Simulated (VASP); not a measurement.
# InAs: how numerical settings change the zone-centre modes, part 2 of 2

How far do the zone-centre frequencies of InAs depend on the numerical settings? The starting structure is a measured crystal structure from the Crystallography Open Database.

VASP 6.6.1.

Results so far: reference T2 199.3 cm⁻¹.

## Step 3: Modes with a 4×4×4 mesh

Level of this step: LDA; plane waves and PAW (In_d, As) (VASP).

Against step 2 the input has a 4×4×4 mesh.

Contents of INCAR:

```
SYSTEM = InAs
PREC = Accurate
ENCUT = 450
EDIFF = 1E-08
NELM = 100
ISMEAR = 0
SIGMA = 0.03
LREAL = .FALSE.
ALGO = Normal
GGA = CA
NBANDS = 15
LORBIT = 11
LWAVE = .FALSE.
LCHARG = .FALSE.
KPAR = 2
IBRION = 8
LEPSILON = .TRUE.
ISIF = 2
```

Contents of POSCAR:

```
InAs
1.0
    0.0000000000      3.0174383242      3.0174383242
    3.0174383242      0.0000000000      3.0174383242
    3.0174383242      3.0174383242      0.0000000000
In As
1 1
Direct
    0.0000000000      0.0000000000      0.0000000000
    0.7500000000      0.7500000000      0.7500000000
```

Contents of KPOINTS:

```
Automatic mesh
0
Gamma
4 4 4
0 0 0
```

Potentials, in the order of the species: In_d and As (LDA family, release 64).

The run is started by

```
$ mpirun -np 2 vasp_std
```

What it wrote:

```text
[... set-up lines as in an earlier step ...]
 entering main loop
       N       E                     dE             d eps       ncg     rms          rms(c)
DAV:   1     0.101867419374E+03    0.10187E+03   -0.77842E+03   240   0.115E+03
DAV:   2    -0.300823574893E+01   -0.10488E+03   -0.10052E+03   268   0.269E+02
DAV:   3    -0.907000929435E+01   -0.60618E+01   -0.60458E+01   310   0.687E+01
DAV:   4    -0.922380471938E+01   -0.15380E+00   -0.15377E+00   306   0.129E+01
[...]
DAV:  13    -0.888399563373E+01   -0.21055E-07   -0.42849E-07   289   0.377E-03    0.438E-03
DAV:  14    -0.888399562080E+01    0.12927E-07   -0.50879E-08   331   0.387E-03    0.515E-04
DAV:  15    -0.888399562075E+01    0.49340E-10   -0.36219E-09   197   0.470E-04
   1 F= -.88839956E+01 E0= -.88836341E+01  d E =-.723105E-03
 Linear response reoptimize wavefunctions to high precision
DAV:   1    -0.888399562056E+01    0.19168E-09   -0.10577E-09   204   0.505E-04
DAV:   2    -0.888399562053E+01    0.30468E-10   -0.23797E-10   162   0.132E-04
 Linear response G [H, r] |phi>, progress :
  Direction:   1
[...]
RMM:  17    -0.238032779640E+00    0.82338E-08   -0.64441E-08   753   0.654E-05    0.891E-07
 first order change of Fermi-energy  -0.93192E-04
 force on displaced ion       1 direction 1 :  -4.671   0.000   0.000
 Born effective charge ion    1 direction 1 :   2.186   0.000   0.000
 Linear response progress:
  Degree of freedom:   2/  2
       N       E                     dE             d eps       ncg     rms          rms(c)
RMM:   1    -0.478877962590E-01   -0.47888E-01    0.62298E-02  1120   0.157E+00
RMM:   2    -0.454913698439E-01    0.23964E-02    0.18250E-03   868   0.567E-01    0.125E-01
RMM:   3    -0.463638657042E-01   -0.87250E-03   -0.20034E-03   988   0.246E-01    0.514E-02
RMM:   4    -0.467074501810E-01   -0.34358E-03   -0.21763E-04  1009   0.996E-02    0.135E-02
[...]
RMM:  12    -0.467110838644E-01   -0.12629E-07    0.17617E-08  1063   0.271E-05    0.447E-06
RMM:  13    -0.467110975746E-01   -0.13710E-07    0.18471E-09  1100   0.174E-05    0.132E-06
RMM:  14    -0.467110977472E-01   -0.17264E-09    0.62699E-09   828   0.134E-05    0.731E-07
 first order change of Fermi-energy   0.39077E-03
 force on displaced ion       2 direction 1 :  -4.656  -0.000  -0.000
 Born effective charge ion    2 direction 1 :  -4.574   0.000   0.000
 Born effective charges drift removed
 Linear response finished
```

Wall time 94 s (2 MPI ranks of Intel Xeon Platinum 8259CL at 2.50GHz (Skylake/Cascade Lake), shared host); peak memory 0.37 GiB.

From OUTCAR (step 3):

```text
  Total        0.1664560      0.1664560      0.1664560      0.0000000      0.0000000      0.0000000
  in kB        4.8536093      4.8536093      4.8536093      0.0000000      0.0000000      0.0000000
  external PRESSURE =       4.8536093 kB  Pullay stress =       0.0000000 kB

 POSITION                                       TOTAL-FORCE (eV/Angst)
 -----------------------------------------------------------------------------------
      0.00000      0.00000      0.00000         0.000000      0.000000      0.000000
      4.52616      4.52616      4.52616        -0.000000     -0.000000     -0.000000
 -----------------------------------------------------------------------------------
    total drift:                                0.000000      0.000000      0.000000

 MACROSCOPIC STATIC DIELECTRIC TENSOR (including local field effects in DFT)
 ------------------------------------------------------
          91.726389     0.000000     0.000000
          -0.000000    91.726389    -0.000000
           0.000000    -0.000000    91.726389
 ------------------------------------------------------

 MACROSCOPIC STATIC DIELECTRIC TENSOR IONIC CONTRIBUTION
 ------------------------------------------------------
           7.864129    -0.000000    -0.000000
          -0.000000     7.864129    -0.000000
          -0.000000    -0.000000     7.864129
 ------------------------------------------------------

[... 1 part as in an earlier step ...]

[... 1 further part left out ...]
```

With a 4×4×4 mesh the mode is T2 167.2 cm⁻¹, -32.1 cm⁻¹ from the reference.

## Step 4: Modes with a cutoff of 240 eV

Against step 2 the input has ENCUT = 240.

INCAR: that of step 3 with these lines changed.

```diff
@@ -2,3 +2,3 @@
 PREC = Accurate
-ENCUT = 450
+ENCUT = 240
 EDIFF = 1E-08
```

POSCAR is that of step 3.

Contents of KPOINTS:

```
Automatic mesh
0
Gamma
6 6 6
0 0 0
```

The run is started by

```
$ mpirun -np 2 vasp_std
```

What it wrote:

```text
[... set-up lines as in an earlier step ...]
 entering main loop
       N       E                     dE             d eps       ncg     rms          rms(c)
DAV:   1     0.829379995103E+02    0.82938E+02   -0.55225E+03   495   0.711E+02
DAV:   2    -0.493475735060E+01   -0.87873E+02   -0.85720E+02   536   0.224E+02
DAV:   3    -0.925248846269E+01   -0.43177E+01   -0.43058E+01   599   0.543E+01
DAV:   4    -0.932461126956E+01   -0.72123E-01   -0.72115E-01   612   0.806E+00
[...]
DAV:  12    -0.900619004143E+01    0.12032E-05   -0.27400E-06   624   0.145E-02    0.385E-03
DAV:  13    -0.900619008769E+01   -0.46263E-07   -0.44235E-07   627   0.385E-03    0.193E-03
DAV:  14    -0.900619008282E+01    0.48715E-08   -0.16772E-08   487   0.224E-03
   1 F= -.90061901E+01 E0= -.90060830E+01  d E =-.214253E-03
 Linear response reoptimize wavefunctions to high precision
DAV:   1    -0.900619008284E+01   -0.14097E-10   -0.33536E-09   551   0.515E-04
DAV:   2    -0.900619008279E+01    0.49795E-10   -0.19821E-10   317   0.996E-05
 Linear response G [H, r] |phi>, progress :
  Direction:   1
[...]
RMM:  16    -0.235005819910E+00    0.31321E-08   -0.70554E-08  2009   0.180E-05    0.295E-06
 first order change of Fermi-energy  -0.74849E-04
 force on displaced ion       1 direction 1 :  -6.651  -0.000  -0.000
 Born effective charge ion    1 direction 1 :   2.439   0.000   0.000
 Linear response progress:
  Degree of freedom:   2/  2
       N       E                     dE             d eps       ncg     rms          rms(c)
RMM:   1    -0.478831600269E-01   -0.47883E-01    0.59502E-02  2857   0.146E+00
RMM:   2    -0.453729361929E-01    0.25102E-02   -0.38258E-05  2202   0.506E-01    0.108E-01
RMM:   3    -0.458747810319E-01   -0.50184E-03   -0.15338E-03  2513   0.202E-01    0.460E-02
RMM:   4    -0.460503655534E-01   -0.17558E-03   -0.12777E-04  2566   0.710E-02    0.984E-03
[...]
RMM:  12    -0.460607243335E-01   -0.45891E-07    0.32162E-08  2736   0.176E-05    0.387E-06
RMM:  13    -0.460607013451E-01    0.22988E-07    0.64775E-09  2384   0.998E-06    0.325E-06
RMM:  14    -0.460607055073E-01   -0.41622E-08    0.19650E-08  1680   0.775E-06    0.102E-06
 first order change of Fermi-energy   0.55427E-03
 force on displaced ion       2 direction 1 :  -6.641   0.000   0.000
 Born effective charge ion    2 direction 1 :  -3.092   0.000   0.000
 Born effective charges drift removed
 Linear response finished
```

It took 54 s on 2 MPI ranks; peak memory 0.29 GiB; 1.8 min of CPU time.

OUTCAR, selected parts (step 4):

```text
  Total       -0.1809799     -0.1809799     -0.1809799     -0.0000000      0.0000000     -0.0000000
  in kB       -5.2771041     -5.2771041     -5.2771041     -0.0000000      0.0000000     -0.0000000
  external PRESSURE =      -5.2771041 kB  Pullay stress =       0.0000000 kB

 POSITION                                       TOTAL-FORCE (eV/Angst)
 -----------------------------------------------------------------------------------
      0.00000      0.00000      0.00000         0.000000      0.000000      0.000000
      4.52616      4.52616      4.52616        -0.000000     -0.000000     -0.000000
 -----------------------------------------------------------------------------------
    total drift:                               -0.000000     -0.000000      0.000001

 MACROSCOPIC STATIC DIELECTRIC TENSOR (including local field effects in DFT)
 ------------------------------------------------------
          39.841696     0.000000     0.000000
          -0.000000    39.841696     0.000000
          -0.000000     0.000000    39.841696
 ------------------------------------------------------

 MACROSCOPIC STATIC DIELECTRIC TENSOR IONIC CONTRIBUTION
 ------------------------------------------------------
           3.750586     0.000000     0.000000
           0.000000     3.750586    -0.000000
           0.000000    -0.000000     3.750586
 ------------------------------------------------------

[... 1 part as in an earlier step ...]

[... 1 further part left out ...]
```

With a cutoff of 240 eV the mode is T2 199.6 cm⁻¹, +0.3 cm⁻¹ from the reference.

## Step 5: Modes with an 8×8×8 mesh

Against step 2 the input has an 8×8×8 mesh.

INCAR: that of step 4 with these lines changed.

```diff
@@ -2,3 +2,3 @@
 PREC = Accurate
-ENCUT = 240
+ENCUT = 450
 EDIFF = 1E-08
```

POSCAR is that of step 4.

Contents of KPOINTS:

```
Automatic mesh
0
Gamma
8 8 8
0 0 0
```

The run is started by

```
$ mpirun -np 2 vasp_std
```

What it wrote:

```text
[... set-up lines as in an earlier step ...]
 entering main loop
       N       E                     dE             d eps       ncg     rms          rms(c)
DAV:   1     0.106309889133E+03    0.10631E+03   -0.77909E+03   884   0.117E+03
DAV:   2    -0.200761112090E+01   -0.10832E+03   -0.10428E+03   982   0.283E+02
DAV:   3    -0.914986314993E+01   -0.71423E+01   -0.71118E+01  1094   0.769E+01
DAV:   4    -0.933462068493E+01   -0.18476E+00   -0.18472E+00  1110   0.137E+01
[...]
DAV:  12    -0.902604730756E+01    0.21673E-05   -0.45744E-06  1258   0.289E-02    0.746E-03
DAV:  13    -0.902604734575E+01   -0.38190E-07   -0.66598E-07  1108   0.472E-03    0.221E-03
DAV:  14    -0.902604734168E+01    0.40709E-08   -0.25635E-08  1115   0.254E-03
   1 F= -.90260473E+01 E0= -.90260021E+01  d E =-.903881E-04
 Linear response reoptimize wavefunctions to high precision
DAV:   1    -0.902604734205E+01   -0.36630E-09   -0.30105E-09   899   0.927E-04
DAV:   2    -0.902604734216E+01   -0.10937E-09   -0.87924E-10   624   0.237E-04
[...]
RMM:  14    -0.237626204512E+00   -0.43723E-08   -0.82490E-08  5764   0.414E-05    0.159E-06
 first order change of Fermi-energy  -0.64686E-04
 force on displaced ion       1 direction 1 :  -7.234   0.000   0.000
 Born effective charge ion    1 direction 1 :   2.468   0.000   0.000
 Linear response progress:
  Degree of freedom:   2/  2
       N       E                     dE             d eps       ncg     rms          rms(c)
RMM:   1    -0.475882784594E-01   -0.47588E-01    0.63744E-02  5925   0.156E+00
RMM:   2    -0.452714722314E-01    0.23168E-02    0.15661E-03  4506   0.577E-01    0.109E-01
RMM:   3    -0.459753535239E-01   -0.70388E-03   -0.20264E-03  5226   0.250E-01    0.463E-02
RMM:   4    -0.461428175088E-01   -0.16746E-03   -0.17481E-04  5313   0.840E-02    0.106E-02
[...]
RMM:   9    -0.461537952262E-01   -0.67667E-06   -0.16619E-07  5390   0.421E-04    0.814E-05
RMM:  10    -0.461538503693E-01   -0.55143E-07    0.81669E-08  5795   0.173E-04    0.715E-05
RMM:  11    -0.461538489717E-01    0.13976E-08   -0.44952E-08  5996   0.715E-05    0.157E-05
 first order change of Fermi-energy   0.43609E-03
 force on displaced ion       2 direction 1 :  -7.220   0.000   0.000
 Born effective charge ion    2 direction 1 :  -2.694   0.000   0.000
 Born effective charges drift removed
 Linear response finished
```

Run time: 4.9 min. Hardware: 2 MPI ranks; peak memory 0.58 GiB; 9.8 min of CPU time.

Parts of OUTCAR (step 5):

```text
  Total       -0.0231457     -0.0231457     -0.0231457      0.0000000      0.0000000      0.0000000
  in kB       -0.6748942     -0.6748942     -0.6748942      0.0000000      0.0000000      0.0000000
  external PRESSURE =      -0.6748942 kB  Pullay stress =       0.0000000 kB

 MACROSCOPIC STATIC DIELECTRIC TENSOR (including local field effects in DFT)
 ------------------------------------------------------
          25.811490     0.000000     0.000000
          -0.000000    25.811490     0.000000
           0.000000     0.000000    25.811490
 ------------------------------------------------------

 MACROSCOPIC STATIC DIELECTRIC TENSOR IONIC CONTRIBUTION
 ------------------------------------------------------
           3.028853    -0.000000    -0.000000
          -0.000000     3.028853    -0.000000
          -0.000000    -0.000000     3.028853
 ------------------------------------------------------

[... 2 parts as in an earlier step ...]

[... 1 further part left out ...]
```

With an 8×8×8 mesh the mode is T2 208.2 cm⁻¹, +8.9 cm⁻¹ from the reference.

## Step 6: Modes with finite displacements

Against step 2 the input has IBRION = 6, NFREE = 2, POTIM = 0.015 and no LEPSILON (also changed: NSW).

INCAR: that of step 5 with these lines changed.

```diff
@@ -15,4 +15,6 @@
 KPAR = 2
-IBRION = 8
-LEPSILON = .TRUE.
+IBRION = 6
+NFREE = 2
+POTIM = 0.015
+NSW = 1
 ISIF = 2
```

POSCAR is that of step 5.

Contents of KPOINTS:

```
Automatic mesh
0
Gamma
6 6 6
0 0 0
```

The run is started by

```
$ mpirun -np 2 vasp_std
```

What it wrote:

```text
[... set-up lines as in an earlier step ...]
 entering main loop
       N       E                     dE             d eps       ncg     rms          rms(c)
[... 14 cycles as in an earlier step ...]
   1 F= -.90094776E+01 E0= -.90093704E+01  d E =-.214253E-03
[...]
2 F= -.90087170E+01 E0= -.90086482E+01  d E =-.137622E-03
[...]
3 F= -.90087170E+01 E0= -.90086482E+01  d E =-.137633E-03
[...]
4 F= -.90087194E+01 E0= -.90086506E+01  d E =-.137588E-03
[...]
5 F= -.90087194E+01 E0= -.90086506E+01  d E =-.137606E-03
 Finite differences progress:
  Degree of freedom:   2/  2
  Displacement:        2/  2
  Total:               4/  4
```

Wall time 38 s (2 MPI ranks); peak memory 0.36 GiB.

From OUTCAR (step 6):

```text
  Total        0.0027630     -0.0002424     -0.0002424      0.0000000     -0.1267789      0.0000000
  in kB        0.0805658     -0.0070694     -0.0070694      0.0000000     -3.6966834      0.0000000
  external PRESSURE =       0.0221424 kB  Pullay stress =       0.0000000 kB

 POSITION                                       TOTAL-FORCE (eV/Angst)
 -----------------------------------------------------------------------------------
      0.00000      0.00000      0.00000        -0.103212      0.000000      0.000000
      4.51116      4.52616      4.52616         0.103212      0.000000      0.000000
 -----------------------------------------------------------------------------------
    total drift:                               -0.000033      0.000000      0.000000

  FREE ENERGIE OF THE ION-ELECTRON SYSTEM (eV)
  ---------------------------------------------------
  free  energy   TOTEN  =        -9.0087193736 eV

  energy  without entropy=       -9.0085817672  energy(sigma->0) =       -9.00865057

[... 2 parts as in an earlier step ...]

[... 1 further part left out ...]
[key lines of the parts left out:]
E-fermi :   4.4223
```

The last energy, forces and stress in OUTCAR belong to the last displaced cell, not to that of POSCAR.

With finite displacements the mode is T2 203.2 cm⁻¹, +3.9 cm⁻¹ from the reference.

## Step 7: All runs side by side

| run | T2 | method | core minutes |
| --- | --- | --- | --- |
| reference | 199.3 | perturbation theory | 5.8 |
| a 4×4×4 mesh | 167.2 | perturbation theory | 3.13 |
| a cutoff of 240 eV | 199.6 | perturbation theory | 1.8 |
| an 8×8×8 mesh | 208.2 | perturbation theory | 9.83 |
| finite displacements | 203.2 | finite displacements | 1.27 |

Modes are in cm⁻¹, degenerate ones as one, matched between runs by symmetry and order. A number in brackets counts the listed modes of one symmetry from the lowest. The symmetry labels come from an automatic analysis and can be wrong where levels nearly coincide. Core minutes are wall time times ranks of the run shown, on a shared host.

## Step 8: Results

| Item | Value |
| --- | --- |
| T2, reference | 199.3 cm⁻¹ |
| T2, a 4×4×4 mesh | 167.2 cm⁻¹ |
| T2, a cutoff of 240 eV | 199.6 cm⁻¹ |
| T2, an 8×8×8 mesh | 208.2 cm⁻¹ |
| T2, finite displacements | 203.2 cm⁻¹ |

In words: The largest change comes with a 4×4×4 mesh: -32.1 cm⁻¹ in T2. On finer settings the modes change by up to +8.9 cm⁻¹ in T2 with an 8×8×8 mesh. So the reference isn't converged for T2. Other changes move the modes by more: -32.1 cm⁻¹ in T2 with a 4×4×4 mesh. The dielectric constants and Born charges in the logs aren't compared here; at a small gap they can be far off, and in a run without a gap they mean nothing. Further runs on this material are not shown.

[Lines on the potential files, build, host, timing and source positions are cut from VASP's logs without a mark.]

[Logs are printed without paths, hosts, clocks, repeated set-up lines and the standing remarks that a program may print on its own settings, such as how far it seeks lower states.]

[Hosts, paths, dates, database ids (printed as entryN), source tags and the programs' standing remarks are cut or masked in the printed files.]
